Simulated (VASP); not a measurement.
Crystal: Ni.

```
CELL_PARAMETERS angstrom
0.00000 1.77565 1.77565
1.77565 0.00000 1.77565
1.77565 1.77565 0.00000
ATOMIC_POSITIONS crystal
Ni 0.00000 0.00000 0.00000
```

| Quantity | Value |
| --- | --- |
| Program | VASP 6.6.1 |
| Task | relaxation of cell and atoms |
| Functional | PBE |
| Potentials or basis | VASP PAW PBE potentials, release 64 (Ni) |
| Cutoff | 600 eV |
| k mesh | 20 × 20 × 20 |
| Occupations | gaussian, width 0.1 eV |
| Spin | collinear spin, ferromagnetic start |
| Starting moments | [1.0] μB |

At the start: pressure -5.2 GPa; volume 11.20 Å³/atom.

Problem. Where does the relaxation end?

Solution. Over 3 steps the energy falls by 5.3 meV/atom and the volume is 10.88 Å³/atom (-2.8 %); space group Fm-3m (No. 225, to 0.05 Å); moment 0.63 μB per cell.

The path:
```
step  energy change (eV)  largest force (eV/Å)  pressure (GPa)  volume (Å³)
   1              0.0000                0.0000           -5.23        11.20
   2             -0.0011                0.0000            5.22        10.62
   3             -0.0053                0.0000            0.02        10.88
```

Final structure:
```
Ni
1.0
     0.00000    1.75884    1.75884
     1.75884    0.00000    1.75884
     1.75884    1.75884    0.00000
Ni
1
Direct
  0.00000 0.00000 0.00000
```
